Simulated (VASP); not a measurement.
# CdGeAs2: input slips in a band-gap run and what they do, part 2 of 2

Aim: see how common mistakes in a band-structure run show up, on CdGeAs2. The starting structure is a cell with measured lattice constants from the literature and the atomic positions of a computed structure of the Materials Project. Cell and atoms stay as given unless a step says otherwise.

VASP 6.6.1.

Results so far: reference 0.097 eV.

## 5. Bands with no empty bands

Level of this step: LDA; plane waves and PAW (Cd, As, Ge_d) (VASP).

A slip made on purpose: no empty bands. Against step 2 the input has NBANDS = 36 and no band path (also changed: NELM).

INCAR reads:

```
SYSTEM = CdGeAs2
PREC = Accurate
ENCUT = 360
EDIFF = 1E-06
NELM = 60
ISMEAR = 0
SIGMA = 0.03
LREAL = .FALSE.
ALGO = Normal
GGA = CA
NBANDS = 36
LORBIT = 11
LWAVE = .FALSE.
LCHARG = .FALSE.
KPAR = 4
```

POSCAR reads:

```
CdGeAs2
1.0
   -2.9715500000      2.9715500000      5.6073000000
    2.9715500000     -2.9715500000      5.6073000000
    2.9715500000      2.9715500000     -5.6073000000
Cd As Ge
2 4 2
Direct
    0.5000000000      0.5000000000      0.0000000000
    0.2500000000      0.7500000000      0.5000000000
    0.0962175700      0.1250000000      0.4712175700
    0.3750000000      0.9037824300      0.0287824300
    0.6537824300      0.6250000000      0.5287824300
    0.8750000000      0.3462175700      0.9712175700
    0.7500000000      0.2500000000      0.5000000000
    0.0000000000      0.0000000000      0.0000000000
```

KPOINTS reads:

```
Automatic mesh
0
Gamma
6 6 6
0 0 0
```

Potentials, in the order of the species: Cd, As and Ge_d (LDA family, release 64).

Launch:

```
$ mpirun -np 4 vasp_std
```

The program printed:

```text
[... set-up lines as in an earlier step ...]
 entering main loop
       N       E                     dE             d eps       ncg     rms          rms(c)
DAV:   1     0.693897523011E+03    0.69390E+03   -0.27591E+04  2616   0.266E+03
DAV:   2     0.815156624722E+02   -0.61238E+03   -0.61238E+03  2220   0.778E+02
DAV:   3    -0.275919324441E+02   -0.10911E+03   -0.10911E+03  2444   0.192E+02
DAV:   4    -0.360461013415E+02   -0.84542E+01   -0.84542E+01  2468   0.551E+01
[...]
DAV:  16    -0.353693602582E+02   -0.21423E-05   -0.21750E-05  1092   0.693E-03    0.993E-04
DAV:  17    -0.353693615053E+02   -0.12471E-05   -0.12537E-05  1092   0.293E-03    0.960E-04
DAV:  18    -0.353693622400E+02   -0.73474E-06   -0.75045E-06  1092   0.228E-03
 -----------------------------------------------------------------------------
|                                                                             |
|           W    W    AA    RRRRR   N    N  II  N    N   GGGG   !!!           |
|           W    W   A  A   R    R  NN   N  II  NN   N  G    G  !!!           |
|           W    W  A    A  R    R  N N  N  II  N N  N  G       !!!           |
|           W WW W  AAAAAA  RRRRR   N  N N  II  N  N N  G  GGG   !            |
|           WW  WW  A    A  R   R   N   NN  II  N   NN  G    G                |
|           W    W  A    A  R    R  N    N  II  N    N   GGGG   !!!           |
|                                                                             |
|     Your highest band is occupied at some k-points! Unless you are          |
|     performing a calculation for an insulator or semiconductor, without     |
|     unoccupied bands, you have included TOO FEW BANDS!! Please increase     |
|     the parameter NBANDS in file INCAR to ensure that the highest band      |
|     is unoccupied at all k-points. It is always recommended to include      |
|     a few unoccupied bands to accelerate the convergence of                 |
|     molecular-dynamics runs (even for insulators or semiconductors),        |
|     since the presence of unoccupied bands improves wavefunction            |
|     prediction and helps to suppress 'band-crossings'.                      |
|                                                                             |
 -----------------------------------------------------------------------------

   1 F= -.35369362E+02 E0= -.35369362E+02  d E =-.213423E-15
```

Run time: 30 s. Hardware: 4 MPI ranks of Intel Xeon 6975P-C (Granite Rapids), shared host; peak memory 1.3 GiB.

OUTCAR, selected parts (step 5):

```text
  Total       -1.6832786     -1.6832786     -1.2576950      0.0000000     -0.0000000      0.0000000
  in kB      -13.6171656    -13.6171656    -10.1743350      0.0000000     -0.0000000      0.0000000
  external PRESSURE =     -12.4695554 kB  Pullay stress =       0.0000000 kB

 POSITION                                       TOTAL-FORCE (eV/Angst)
 -----------------------------------------------------------------------------------
      0.00000      0.00000      5.60730         0.000000      0.000000     -0.000000
      2.97155      0.00000      2.80365         0.000000      0.000000     -0.000000
      1.48578      1.31472     -1.40183         0.000000      0.231586      0.000000
      1.65683     -1.48578      7.00913        -0.231586      0.000000     -0.000000
      1.48578      1.65683      4.20548         0.000000     -0.231586     -0.000000
      1.31472      4.45733      1.40182         0.231586      0.000000      0.000000
      0.00000      2.97155      2.80365         0.000000      0.000000     -0.000000
      0.00000      0.00000      0.00000        -0.000000      0.000000      0.000000
 -----------------------------------------------------------------------------------
    total drift:                               -0.000001     -0.000001      0.000002

  FREE ENERGIE OF THE ION-ELECTRON SYSTEM (eV)
  ---------------------------------------------------
  free  energy   TOTEN  =       -35.3693622400 eV

  energy  without entropy=      -35.3693622400  energy(sigma->0) =      -35.36936224

[... 1 part as in an earlier step ...]

[... 2 further parts left out ...]
[key lines of the parts left out:]
E-fermi :   3.0419
```

The run converges, yet it holds no empty band, so no gap can be read from it.

## 6. Bands with a k mesh far too coarse and no band path

A slip made on purpose: a k mesh far too coarse and no band path. Against step 2 the input has a 1×1×1 mesh and no band path (also changed: NELM, NBANDS, NCORE and KPAR).

Edit INCAR of step 5 so:

```diff
@@ -10,3 +10,3 @@
 GGA = CA
-NBANDS = 36
+NBANDS = 44
 LORBIT = 11
@@ -14,2 +14,2 @@
 LCHARG = .FALSE.
-KPAR = 4
+NCORE = 4
```

POSCAR is that of step 5.

KPOINTS reads:

```
Automatic mesh
0
Gamma
1 1 1
0 0 0
```

Launch:

```
$ mpirun -np 4 vasp_std
```

The program printed:

```text
[banner, memory and clock lines left out]
running    4 mpi-ranks, on    1 nodes
[...]
LDA part: xc-table for (Slater(with rela. corr.)+CA(PZ))
 , standard interpolation
 POSCAR, INCAR and KPOINTS ok, starting setup
[...]
entering main loop
       N       E                     dE             d eps       ncg     rms          rms(c)
DAV:   1     0.602254245758E+03    0.60225E+03   -0.27317E+04   116   0.211E+03
DAV:   2     0.577186280978E+02   -0.54454E+03   -0.53101E+03    88   0.717E+02
DAV:   3    -0.285622216784E+02   -0.86281E+02   -0.85500E+02   108   0.159E+02
DAV:   4    -0.332218742341E+02   -0.46597E+01   -0.46492E+01    96   0.424E+01
[...]
DAV:  12    -0.321742640972E+02   -0.71260E-05   -0.21395E-05    96   0.254E-02    0.217E-02
DAV:  13    -0.321742610850E+02    0.30122E-05   -0.51986E-06    80   0.126E-02    0.595E-03
DAV:  14    -0.321742608849E+02    0.20011E-06   -0.39394E-07    56   0.391E-03
   1 F= -.32174261E+02 E0= -.32164209E+02  d E =-.201028E-01
```

It took 2 s on 4 MPI ranks; peak memory 0.6 GiB.

OUTCAR, selected parts (step 6):

```text
  Total       15.6488062     15.6488062     -4.8813041      0.0000000      0.0000000      0.0000000
  in kB      126.5936515    126.5936515    -39.4881311      0.0000000      0.0000000      0.0000000
  external PRESSURE =      71.2330573 kB  Pullay stress =       0.0000000 kB

 POSITION                                       TOTAL-FORCE (eV/Angst)
 -----------------------------------------------------------------------------------
      0.00000      0.00000      5.60730         0.000000     -0.000000      0.000000
      2.97155      0.00000      2.80365         0.000000     -0.000000      0.000000
      1.48578      1.31472     -1.40183         0.000000      0.899940      0.000000
      1.65683     -1.48578      7.00913        -0.899940     -0.000000      0.000000
      1.48578      1.65683      4.20548         0.000000     -0.899940      0.000000
      1.31472      4.45733      1.40182         0.899940     -0.000000      0.000000
      0.00000      2.97155      2.80365         0.000000     -0.000000      0.000000
      0.00000      0.00000      0.00000         0.000000     -0.000000     -0.000000
 -----------------------------------------------------------------------------------
    total drift:                               -0.000001     -0.000001      0.000002

  FREE ENERGIE OF THE ION-ELECTRON SYSTEM (eV)
  ---------------------------------------------------
  free  energy   TOTEN  =       -32.1742608849 eV

  energy  without entropy=      -32.1541580616  energy(sigma->0) =      -32.16420947

[... 1 part as in an earlier step ...]

[... 2 further parts left out ...]
[key lines of the parts left out:]
E-fermi :   2.9551
```

With a k mesh far too coarse and no band path the gap is 0.055 eV, -0.042 eV from the reference, read on the mesh alone.

## 7. The runs compared

| run | ended | gap (eV) | change (eV) | core minutes |
| --- | --- | --- | --- | --- |
| reference | converged | 0.097 | - | 6.0 |
| a fixed density without a density file | stopped by VASP | - | - | 0.28 |
| too few electronic steps | not converged | - | - | 2.87 |
| no empty bands | converged | - | - | 2.0 |
| a k mesh far too coarse and no band path | converged | 0.055 | -0.042 | 0.133 |

Core minutes are wall time times ranks of the run shown, on a shared host.

## 8. Outcome

```json
{
 "reference gap": "0.097 eV",
 "gap with a k mesh far too coarse and no band path": "0.055 eV",
 "run with a fixed density without a density file": "stopped by VASP",
 "run with too few electronic steps": "not converged",
 "run with no empty bands": "converged"
}
```

VASP stopped by itself in the run with a fixed density without a density file. The run with too few electronic steps didn't converge. The run without empty bands converged, and still can't show a gap. Finished, but with signs in the output that stand out against the reference: a k mesh far too coarse and no band path, with the gap changed by -0.04 eV (signs: a stress of up to 12.7 GPa and forces of up to 0.90 eV/Å). Further runs on this material are not shown.

[Lines on the potential files, build, host, timing and source positions are cut from VASP's logs without a mark.]

[Logs are printed without paths, hosts, clocks, repeated set-up lines and the standing remarks that a program may print on its own settings, such as how far it seeks lower states.]

[Hosts, paths, dates, database ids (printed as entryN), source tags and the programs' standing remarks are cut or masked in the printed files.]
